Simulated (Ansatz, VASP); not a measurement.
# Na2Ge30O61 (glassy 97GeO2-3Na2O (mol %)) in two plane-wave programs, part 2 of 2

Wanted: the spread between two codes on one cell, functional and k mesh. Of the first pair: The structure shown is the start of the Ansatz relaxation below; VASP solves that cell, so the two are compared at the walk's first step.

VASP 6.6.1 and Ansatz 0.2.0.

So far. Step 3 (VASP: single point, PBE, start cell, pair 1): The run ends at a pressure of 4.64 GPa, with forces up to 4.7 eV/Å.

## 5. Ansatz: relaxation, PBE

Level of this step: Ansatz beside VASP: Kohn-Sham DFT, plane waves, PBE (Ansatz).

This run makes the geometry at which the two programs are then compared. The cell compared in this pair holds 1356.82 Å³, against 1449.77 Å³ for the pair before.

The structure compared here is the end of the Ansatz relaxation.

Contents of input.yaml:

```yaml
crystal:
  lattice:
    - [11.31791, 0.0, 0.0]
    - [0.0, 11.31791, 0.0]
    - [0.0, 0.0, 11.31791]
  atoms:
    - { symbol: Ge, position: [0.51642, 0.77886, 0.09233] }
    - { symbol: Ge, position: [0.79979, 0.56142, 0.64089] }
    - { symbol: Ge, position: [0.10573, 0.76439, 0.18824] }
    - { symbol: Ge, position: [0.73374, 0.85282, 0.68063] }
    - { symbol: Ge, position: [0.00578, 0.34943, 0.18547] }
    - { symbol: Ge, position: [0.35511, 0.39594, 0.91234] }
    - { symbol: Ge, position: [0.67897, 0.53717, 0.18554] }
    - { symbol: Ge, position: [0.07962, 0.754, 0.8263] }
    - { symbol: Ge, position: [0.73052, 0.01627, 0.3435] }
    - { symbol: Ge, position: [0.56748, 0.1606, 0.57437] }
    - { symbol: Ge, position: [0.7534, 0.4912, 0.91013] }
    - { symbol: Ge, position: [0.0763, 0.9961, 0.97971] }
    - { symbol: Ge, position: [0.1498, 0.77554, 0.5462] }
    - { symbol: Ge, position: [0.32872, 0.09585, 0.90126] }
    - { symbol: Ge, position: [0.55282, 0.81326, 0.44269] }
    - { symbol: Ge, position: [0.36898, 0.74716, 0.84729] }
    - { symbol: Ge, position: [0.24388, 0.19923, 0.28759] }
    - { symbol: Ge, position: [0.5263, 0.53833, 0.74518] }
    - { symbol: Ge, position: [0.91901, 0.57428, 0.35765] }
    - { symbol: Ge, position: [0.43274, 0.41624, 0.19999] }
    - { symbol: Ge, position: [0.30798, 0.30172, 0.55544] }
    - { symbol: Ge, position: [0.8339, 0.13223, 0.08995] }
    - { symbol: Ge, position: [0.63027, 0.00053, 0.92714] }
    - { symbol: Ge, position: [0.37086, 0.95942, 0.66449] }
    - { symbol: Ge, position: [0.35808, 0.58614, 0.44641] }
    - { symbol: Ge, position: [0.95091, 0.98515, 0.53187] }
    - { symbol: Ge, position: [0.7883, 0.28958, 0.72248] }
    - { symbol: Ge, position: [0.12589, 0.54494, 0.99848] }
    - { symbol: Ge, position: [0.32492, 0.90937, 0.28309] }
    - { symbol: Ge, position: [0.07206, 0.18861, 0.71684] }
[... 57 atom lines left out ...]
    - { symbol: O, position: [0.20955, 0.81233, 0.28557] }
    - { symbol: O, position: [0.68498, 0.92088, 0.80496] }
    - { symbol: O, position: [0.73178, 0.10268, 0.96873] }
    - { symbol: O, position: [0.97614, 0.44029, 0.30504] }
    - { symbol: O, position: [0.89161, 0.58468, 0.50374] }
    - { symbol: O, position: [0.26017, 0.88004, 0.5996] }
kpoints:
  mp_grid: { grid: [1, 1, 1] }
hamiltonian:
  xc: pbe
scf:
  occupations: { method: fermi_dirac, width: 0.05 }
output:
  forces: true
relax:
  f_tol: 0.05
  max_steps: 150
  cell: {}
```

Run with:

```
$ ansatz run input.yaml --threads 4 --pin off --max-ram 8192MiB --backend cpu --events-out ev --progress --plain --runs-dir out
```

Numbers of over 12 decimals in the logs are rounded to 6 here.

The program printed:

```text
[...]
Crystal: 93 atoms, lattice volume = 1449.769 Å³
Basis set: ecut = 420 eV, 28353 PW (Γ), exchange–correlation on 160×160×160 points (8 copies of the dense FFT grid, shifted against one another)
Bands: 495, of which v1, the nominal top of the filled ones, is band 402 counted from 1 (401 counted from 0)
Symmetry: 1 space group operations
[...]
k-points: 1
[...]
- { symbol: O, position: [0.668597, 0.868629, 0.376907] }
    - { symbol: O, position: [1.002502, 0.080997, 0.074351] }
    - { symbol: O, position: [0.607043, 0.696724, 0.177686] }
    - { symbol: O, position: [0.761604, 0.538539, 0.287657] }
    - { symbol: O, position: [0.674991, 0.141447, 0.418691] }
    - { symbol: O, position: [0.252273, 0.049298, 0.281887] }
[...]
- { symbol: O, position: [0.766430, 0.113797, 0.978845] }
    - { symbol: O, position: [0.991964, 0.450482, 0.323512] }
    - { symbol: O, position: [0.871889, 0.626331, 0.494921] }
    - { symbol: O, position: [0.275520, 0.868269, 0.652883] }
[key lines of the parts left out:]
P = ⅓ Tr σ = 0.0224 GPa (0.224 kbar)
```

## 6. VASP: single point, PBE, relaxed cell, pair 2

The same cell, functional, mesh and smearing now go to VASP, with its own data sets.

Contents of INCAR:

```
SYSTEM = Na2Ge30O61
PREC = Accurate
ENCUT = 600
EDIFF = 1E-06
NELM = 120
ISMEAR = -1
SIGMA = 0.05
LREAL = Auto
ALGO = Normal
GGA = PE
NBANDS = 472
LORBIT = 11
LWAVE = .FALSE.
LCHARG = .FALSE.
ISIF = 2
LASPH = .TRUE.
GGA_COMPAT = .FALSE.
EFERMI = MIDGAP
NCORE = 2
```

Contents of POSCAR:

```
Na2Ge30O61
1.0
   10.6527450000     -0.2240540000      0.4096990000
   -0.2240540000     11.2364880000     -0.1804800000
    0.4096990000     -0.1804800000     11.3583550000
Ge Na O
30 2 61
Direct
    0.5420800000      0.8015400000      0.0890400000
    0.7812000000      0.5667700000      0.6221100000
    0.0939300000      0.7572400000      0.1704600000
    0.7069200000      0.8585300000      0.6747800000
    0.0026800000      0.3457900000      0.2017500000
    0.3313800000      0.3826900000      0.9231000000
    0.6822000000      0.5606000000      0.1596200000
    0.0691500000      0.7426400000      0.8448300000
    0.7526000000      0.0095100000      0.3600000000
    0.5842300000      0.1640500000      0.5572300000
    0.7565300000      0.5040400000      0.8844700000
    0.0785400000      0.9856200000      0.9642900000
    0.1682000000      0.7755200000      0.5781900000
    0.3541700000      0.0944800000      0.9153500000
    0.5274900000      0.8159800000      0.4519000000
    0.3750700000      0.7501900000      0.8726600000
    0.2542700000      0.2053600000      0.2928400000
    0.5189700000      0.5353400000      0.7626400000
    0.9075100000      0.5859800000      0.3445900000
    0.4144600000      0.4178700000      0.1921100000
    0.3166600000      0.3082500000      0.5563800000
    0.8464000000      0.1150000000      0.1103900000
    0.6464100000      0.0112400000      0.9327300000
    0.4131800000      0.9530600000      0.6869400000
    0.3511200000      0.5754100000      0.4433000000
    0.9635100000      0.9703700000      0.5200500000
    0.7979700000      0.3112800000      0.6983700000
    0.0962600000      0.5314400000      0.0026200000
    0.3336000000      0.9161200000      0.2751800000
    0.0770200000      0.1730000000      0.7166200000
[... 57 atom lines left out ...]
    0.2237300000      0.8012100000      0.2516800000
    0.6858700000      0.9753600000      0.7814000000
    0.7664300000      0.1138000000      0.9788500000
    0.9919600000      0.4504800000      0.3235100000
    0.8718900000      0.6263300000      0.4949200000
    0.2755200000      0.8682700000      0.6528800000
```

Contents of KPOINTS:

```
Automatic mesh
0
Gamma
1 1 1
0 0 0
```

PAW data sets: Ge_d, Na_pv and O (PBE family, release 64).

Run with:

```
$ mpirun -np 8 vasp_gam
```

The program printed:

```text
[... set-up lines as in an earlier step ...]
 entering main loop
       N       E                     dE             d eps       ncg     rms          rms(c)
DAV:   1     0.287782898383E+05    0.28778E+05   -0.27207E+05  1152   0.501E+03
DAV:   2     0.672491695042E+04   -0.22053E+05   -0.20781E+05   944   0.138E+03
DAV:   3     0.455406197818E+03   -0.62695E+04   -0.58482E+04  1000   0.433E+02
DAV:   4    -0.609832258753E+03   -0.10652E+04   -0.10389E+04  1088   0.193E+02
[...]
DAV:  19    -0.584025234412E+03    0.78592E-06   -0.12100E-05   936   0.242E-02    0.232E-03
DAV:  20    -0.584025235641E+03   -0.12287E-05   -0.15210E-05   928   0.156E-02    0.171E-03
DAV:  21    -0.584025236027E+03   -0.38676E-06   -0.36456E-06   712   0.835E-03
   1 F= -.58402524E+03 E0= -.58402524E+03  d E =-.418571E-08
```

Parts of OUTCAR (step 6):

```text
  FREE ENERGIE OF THE ION-ELECTRON SYSTEM (eV)
  ---------------------------------------------------
  free  energy   TOTEN  =      -584.0252360273 eV

  energy  without entropy=     -584.0252360231  energy(sigma->0) =     -584.02523603
```

The run ends at a pressure of -0.41 GPa, with forces up to 0.066 eV/Å.

## 7. Comparison

What differs besides the data sets and the points named for the pairs above, as far as they apply: the data sets hold 804 valence electrons in Ansatz (on its default PAW (the set named soft_2) files) and 800 in VASP; the cutoff is 420 eV in Ansatz and 600 eV in VASP (PREC = Accurate, projectors in real space). Total energies have different zeros and are not compared.

The two programs side by side:

| quantity | Ansatz | VASP | difference |
| --- | --- | --- | --- |
| pressure (GPa) | 0.02 | -0.41 | +0.43 |
| gap on the k mesh (eV) | 2.108 | 2.083 | +0.025 |

At this near-relaxed geometry the largest component of a force difference is 45 meV/Å. A gap on the mesh is an upper bound, since the band edges may lie between its points.

## 8. Results

```yaml
r_m_s_force_difference_single_point_pbe_start_cell_pair_1: 2.7 % of the r.m.s. force
r_m_s_force_difference_single_point_pbe_relaxed_cell_pair_2: 18 meV/Å
```

In words: The r.m.s. force difference is 18 meV/Å (single point, PBE, relaxed cell, pair 2), beyond the 12 meV/Å picked in this series as the mark of a large difference. The data sets hold unlike numbers of valence electrons (804 in Ansatz and 800 in VASP), so part of the differences comes from the potentials. What causes the difference of the single point, PBE, relaxed cell, pair 2 pair stays open here. Such differences can come from data sets, numerical settings and the points named under the comparisons, not from the functional's error against experiment.

[Lines on the potential files, build, host, timing and source positions are cut from VASP's logs without a mark.]

[Logs are printed without paths, hosts, clocks, repeated set-up lines and the standing remarks that a program may print on its own settings, such as how far it seeks lower states.]

[Hosts, paths, dates, database ids (printed as entryN), source tags and the programs' standing remarks are cut or masked in the printed files.]
